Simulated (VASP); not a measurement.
# MgTe: transverse stress against strain

MgTe (wurtzite, P6_3mc, 33.419 Å³/atom and stress up to 0.02 GPa in the relaxed cell, c along z) under a strain ε along c (axis z), the other axes held. PBEsol in VASP (plane waves, PAW), 480 eV, 12×12×4 Γ-centred mesh, Gaussian smearing 0.05 eV; ions are relaxed, or left where forces stay under 0.02 eV/Å, within the symmetry of each cell. Stress is positive for a compressed cell.

Here s stands for strain and y for stress xx.

```
strain (%)  stress xx (GPa)
----------  ---------------
-1.50                  0.41
-1.00                  0.27
-0.50                  0.13
0.00                  -0.02
0.50                  -0.13
1.00                  -0.25
1.50                  -0.38
3.00                      ?
```

Task: Using a straight line, estimate the missing y at s = 3.00 from the other rows, showing the fit.

Result: Means: s 0, y 0.004. About the means, the sum of products is -1.8350 and the sum of squares of s is 7.0000; the slope is their ratio. Least squares gives y = 0.004 - 0.2621·s. Residuals (row less fit): 0.013, 0.004, -0.005, -0.024, -0.003, 0.008, 0.009; standard error 0.014 (degrees of freedom: 5). The slope gives the elastic constant C13 = 26.2 ± 0.5 GPa (± standard error of the fit, which holds the terms cut off). At the withheld row, y = 0.004 - 0.2621 × 3.0 = -0.782 GPa. The calculation gives -0.71 GPa, 0.072 GPa above the prediction (6.4 % of the range of y in the table). The row lies outside the fitted rows, so this is an extrapolation. From the scatter of the fitted rows alone, a prediction at this place has a standard error of 0.021 GPa, so the miss is 3.4 times that.

A polynomial of degree 2 through the 12 other runs of the series gives -0.71 there, so most of the miss is curvature that the fit leaves out. Spin-orbit coupling is left out, which can shift these values for the heavy elements here. Rows are the converged runs of the series near zero and its far end, less any whose ions stayed unrelaxed beside relaxed ones; series whose fitted rows scatter by over a few per cent of the range, as at a crossing or softening among them, aren't shown in this form. Most that stay on the fit to the last digits aren't either.
